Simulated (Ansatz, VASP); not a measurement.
**CrInF3: VASP beside Ansatz**

```
Cr In F
1.0
     4.24207    0.00000    0.00000
     0.00000    4.24207    0.00000
     0.00000    0.00000    4.24207
Cr In F
1 1 3
Direct
  0.00000 0.00000 0.00000
  0.50000 0.50000 0.50000
  0.50000 0.00000 0.00000
  0.00000 0.00000 0.50000
  0.00000 0.50000 0.00000
```

Change from the starting cell: species swapped into the KMnF3 type (Pm-3m, No. 221).

Alike in both runs: functional PBE; k mesh 10 × 10 × 10; occupations gaussian, width 0.1 eV; collinear spin.

Ansatz relaxed the structure, and its values are those at the end. VASP's run is a single point on that final structure, the one shown.

|  | VASP | Ansatz |
| --- | --- | --- |
| version | VASP 6.6.1 | Ansatz 0.2.0 |
| potentials or method | VASP PAW PBE potentials, release 64 (Cr_pv, In_d, F) | scalar-relativistic, plane waves, PAW |
| plane-wave cutoff (eV) | 520 | 420 |
| valence electrons in the cell | 46 | 48 |

|  | VASP | Ansatz | Ansatz less VASP |
| --- | --- | --- | --- |
| gap on the k mesh at the Fermi level (eV) | none | none | - |
| pressure (GPa) | -0.1 | 0.0 | +0.11 |
| net moment per atom (μB) | 0.80 | 0.80 | 0.000 |
| size of the moment on the site where the two differ most (μB) | 3.69 | 3.23 | -0.457 |

Site moments also hang on the region over which each program counts them. A gap of «none» marks a metal or a gap that the smearing closes. The two sets of potentials don't hold the same shells in valence.

Caveats: a cell with one magnetic atom can't hold antiferromagnetic order, which such compounds often take; semilocal functionals often make such compounds metallic where correlation or magnetic order opens a gap, which also shifts bond lengths.
